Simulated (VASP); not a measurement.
Input for VASP

POSCAR:
```
Na2S
1
    0.0000000000     3.2699867249     3.2700628391
    3.2700189307     0.0000000000     3.2700533324
    3.2700539971     3.2699449288     0.0000000000
Na S
2 1
Direct
  0.2500000000   0.2500000000   0.2500000000
  0.7500000000   0.7500000000   0.7500000000
  0.0000000000   0.0000000000   0.0000000000
```

**INCAR**
```
SYSTEM = Na2S
PREC = Accurate
ENCUT = 400
EDIFF = 1E-6
NELM = 100
ALGO = Normal
LREAL = .FALSE.
LASPH = .TRUE.
ISMEAR = 0
SIGMA = 0.05
GGA = PE
LWAVE = .FALSE.
LCHARG = .FALSE.
ISIF = 2
```

**KPOINTS**
```
Automatic mesh
0
Gamma
5 5 5
0 0 0
```

POTCAR, in this order: Na_pv S (PBE.64 set). Program: vasp_std.

The run wrote:

**standard output**
```
 POSCAR found type information on POSCAR NaS
 POSCAR found :  2 types and       3 ions
 Reading from existing POTCAR
 Reading from existing POTCAR

 -----------------------------------------------------------------------------
|                                                                             |
|           W    W    AA    RRRRR   N    N  II  N    N   GGGG   !!!           |
|           W    W   A  A   R    R  NN   N  II  NN   N  G    G  !!!           |
|           W    W  A    A  R    R  N N  N  II  N N  N  G       !!!           |
|           W WW W  AAAAAA  RRRRR   N  N N  II  N  N N  G  GGG   !            |
|           WW  WW  A    A  R   R   N   NN  II  N   NN  G    G                |
|           W    W  A    A  R    R  N    N  II  N    N   GGGG   !!!           |
|                                                                             |
|     Inconsistent Bravais lattice types found for crystalline and            |
|     reciprocal lattice:                                                     |
|                                                                             |
|        Crystalline: body-centered tetragonal                                |
|        Reciprocal : face-centered orthorhombic                              |
|                    (instead of body-centered tetragonal)                    |
|                                                                             |
|     In most cases this is due to inaccuracies in the specification of       |
|     the crytalline lattice vectors.                                         |
|                                                                             |
|     Suggested SOLUTIONS:                                                    |
|      ) Refine the lattice parameters of your structure,                     |
|      ) and/or try changing SYMPREC.                                         |
|                                                                             |
 -----------------------------------------------------------------------------

 LDA part: xc-table for (Slater+PW92), standard interpolation

 -----------------------------------------------------------------------------
|                                                                             |
|     EEEEEEE  RRRRRR   RRRRRR   OOOOOOO  RRRRRR      ###     ###     ###     |
|     E        R     R  R     R  O     O  R     R     ###     ###     ###     |
|     E        R     R  R     R  O     O  R     R     ###     ###     ###     |
|     EEEEE    RRRRRR   RRRRRR   O     O  RRRRRR       #       #       #      |
|     E        R   R    R   R    O     O  R   R                               |
|     E        R    R   R    R   O     O  R    R      ###     ###     ###     |
|     EEEEEEE  R     R  R     R  OOOOOOO  R     R     ###     ###     ###     |
|                                                                             |
|     IBZKPT: not all point group operations associated with the symmetry     |
|     operators of the crystalline lattice are members of the point group     |
|     of the reciprocal lattice.                                              |
|                                                                             |
|       ---->  I REFUSE TO CONTINUE WITH THIS SICK JOB ... BYE!!! <----       |
|                                                                             |
 -----------------------------------------------------------------------------
```

Problem. From input and log, find the fault in this run and mend it.

Solution. The cause: the lattice vectors carry noise near SYMPREC. VASP stops with an error: IBZKPT: not all point group operations associated with the symmetry operators of the crystalline lattice are members of the point group of the reciprocal lattice. ----> I REFUSE TO CONTINUE WITH THIS SICK JOB ... BYE!!! <---- To mend it, correct POSCAR.
POSCAR:
```
Na2S
1
    0.0000000000     3.2700000000     3.2700000000
    3.2700000000     0.0000000000     3.2700000000
    3.2700000000     3.2700000000     0.0000000000
Na S
2 1
Direct
  0.2500000000   0.2500000000   0.2500000000
  0.7500000000   0.7500000000   0.7500000000
  0.0000000000   0.0000000000   0.0000000000
```
The mended run (PBE GGA, plane waves, VASP's PBE PAW potentials (set 64)) converges, and its OSZICAR ends with
```
   1 F= -.99741849E+01 E0= -.99741849E+01  d E =-.183869E-11
```

The compound is Na2S in the antifluorite structure. The cell was not relaxed at this level.
